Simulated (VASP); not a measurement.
Given:

```
BN
1.0
    0.00000     1.80750     1.80750
    1.80750     0.00000     1.80750
    1.80750     1.80750     0.00000
B N
1 1
Direct
  0.00000   0.00000   0.00000
  0.25000   0.25000   0.25000
```

Computed with G0W0 on PBE orbitals, VASP's PBE PAW potentials (set 64) (plane waves; VASP). Run with PREC = Normal, 500 eV cut-off, 4×4×4 Γ-centred mesh, Gaussian smearing of 0.010 eV, potentials B_GW N_GW_new.

The mesh is coarse and the basis finite, so the quasiparticle values are not converged.

NBANDS = 100, ENCUTGW = 150 eV, NOMEGA = 64. The PBE levels (eV) that the step starts from are:

```json
[
 {"state": "k1 (0.00, 0.00, 0.00), band 1", "KS energy": "-11.51", "filling": "2"},
 {"state": "k1 (0.00, 0.00, 0.00), band 2", "KS energy": "8.74", "filling": "2"},
 {"state": "k1 (0.00, 0.00, 0.00), band 3", "KS energy": "8.74", "filling": "2"},
 {"state": "k1 (0.00, 0.00, 0.00), band 4", "KS energy": "8.74", "filling": "2"},
 {"state": "k1 (0.00, 0.00, 0.00), band 5", "KS energy": "17.53", "filling": "0"},
 {"state": "k1 (0.00, 0.00, 0.00), band 6", "KS energy": "17.53", "filling": "0"},
 {"state": "k1 (0.00, 0.00, 0.00), band 7", "KS energy": "17.53", "filling": "0"},
 {"state": "k1 (0.00, 0.00, 0.00), band 8", "KS energy": "19.08", "filling": "0"},
 {"state": "k5 (0.50, 0.25, 0.00), band 1", "KS energy": "-6.85", "filling": "2"},
 {"state": "k5 (0.50, 0.25, 0.00), band 2", "KS energy": "-0.03", "filling": "2"},
 {"state": "k5 (0.50, 0.25, 0.00), band 3", "KS energy": "3.57", "filling": "2"},
 {"state": "k5 (0.50, 0.25, 0.00), band 4", "KS energy": "5.07", "filling": "2"},
 {"state": "k5 (0.50, 0.25, 0.00), band 5", "KS energy": "16.26", "filling": "0"},
 {"state": "k5 (0.50, 0.25, 0.00), band 6", "KS energy": "21.82", "filling": "0"},
 {"state": "k5 (0.50, 0.25, 0.00), band 7", "KS energy": "23.18", "filling": "0"},
 {"state": "k5 (0.50, 0.25, 0.00), band 8", "KS energy": "23.32", "filling": "0"},
 {"state": "k8 (-0.25, 0.50, 0.25), band 1", "KS energy": "-5.61", "filling": "2"},
 {"state": "k8 (-0.25, 0.50, 0.25), band 2", "KS energy": "1.13", "filling": "2"},
 {"state": "k8 (-0.25, 0.50, 0.25), band 3", "KS energy": "1.76", "filling": "2"},
 {"state": "k8 (-0.25, 0.50, 0.25), band 4", "KS energy": "2.21", "filling": "2"},
 {"state": "k8 (-0.25, 0.50, 0.25), band 5", "KS energy": "18.33", "filling": "0"},
 {"state": "k8 (-0.25, 0.50, 0.25), band 6", "KS energy": "22.03", "filling": "0"},
 {"state": "k8 (-0.25, 0.50, 0.25), band 7", "KS energy": "23.22", "filling": "0"},
 {"state": "k8 (-0.25, 0.50, 0.25), band 8", "KS energy": "23.39", "filling": "0"}
]
```

**Question.** Give the quasiparticle energies and renormalisation factors Z.

**Answer.** 
```tsv
state	QP energy (eV)	Z
k1 (0.00, 0.00, 0.00), band 1	-13.49	0.79
k1 (0.00, 0.00, 0.00), band 2	7.80	0.82
k1 (0.00, 0.00, 0.00), band 3	7.80	0.82
k1 (0.00, 0.00, 0.00), band 4	7.80	0.82
k1 (0.00, 0.00, 0.00), band 5	18.73	0.83
k1 (0.00, 0.00, 0.00), band 6	18.73	0.83
k1 (0.00, 0.00, 0.00), band 7	18.73	0.83
k1 (0.00, 0.00, 0.00), band 8	20.12	0.81
k5 (0.50, 0.25, 0.00), band 1	-8.47	0.76
k5 (0.50, 0.25, 0.00), band 2	-1.64	0.78
k5 (0.50, 0.25, 0.00), band 3	2.17	0.80
k5 (0.50, 0.25, 0.00), band 4	3.82	0.81
k5 (0.50, 0.25, 0.00), band 5	17.07	0.84
k5 (0.50, 0.25, 0.00), band 6	22.93	0.81
k5 (0.50, 0.25, 0.00), band 7	24.65	0.80
k5 (0.50, 0.25, 0.00), band 8	24.66	0.80
k8 (-0.25, 0.50, 0.25), band 1	-7.17	0.76
k8 (-0.25, 0.50, 0.25), band 2	-0.54	0.79
k8 (-0.25, 0.50, 0.25), band 3	0.28	0.80
k8 (-0.25, 0.50, 0.25), band 4	0.81	0.80
k8 (-0.25, 0.50, 0.25), band 5	19.30	0.83
k8 (-0.25, 0.50, 0.25), band 6	23.30	0.80
k8 (-0.25, 0.50, 0.25), band 7	24.19	0.83
k8 (-0.25, 0.50, 0.25), band 8	24.81	0.79
```
On the mesh the gap opens from 4.43 to 5.96 eV.

The compound is BN in the zinc blende structure. The cell was not relaxed at this level. The k-mesh is coarse (spacing up to 0.75 per Å, 2π included), so the numbers may not be converged in it.
